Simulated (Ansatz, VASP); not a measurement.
One calculation of ReS, two programs

```xyz
2
Lattice="0.0000 2.4284 2.4284 2.4284 0.0000 2.4284 2.4284 2.4284 0.0000" Properties=species:S:1:pos:R:3 pbc="T T T"
Re    0.0000    0.0000    0.0000
S     2.4284    2.4284    2.4284
```

Alike in both runs: task single point; functional PBE; k mesh 14 × 14 × 14; occupations gaussian, width 0.1 eV; collinear spin.

|  | VASP | Ansatz |
| --- | --- | --- |
| version | VASP 6.6.1 | Ansatz 0.2.0 |
| potentials or method | VASP PAW PBE potentials, release 64 (Re, S) | scalar-relativistic, plane waves, PAW |
| plane-wave cutoff (eV) | 520 | 420 |
| valence electrons in the cell | 13 | 21 |

|  | VASP | Ansatz | Ansatz less VASP |
| --- | --- | --- | --- |
| gap on the k mesh at the Fermi level (eV) | none | none | - |
| pressure (GPa) | 10.5 | 8.9 | -1.54 |
| net moment per atom (μB) | 0.00 | 0.00 | -0.003 |

A gap of «none» marks a metal or a gap that the smearing closes. With one functional, cell and mesh, what is left measures potentials, basis and numerics. The two sets of potentials don't hold the same shells in valence. Ansatz warned: «seeded_moment_not_kept».

Spin-orbit coupling is left out, which matters for the levels of Re.
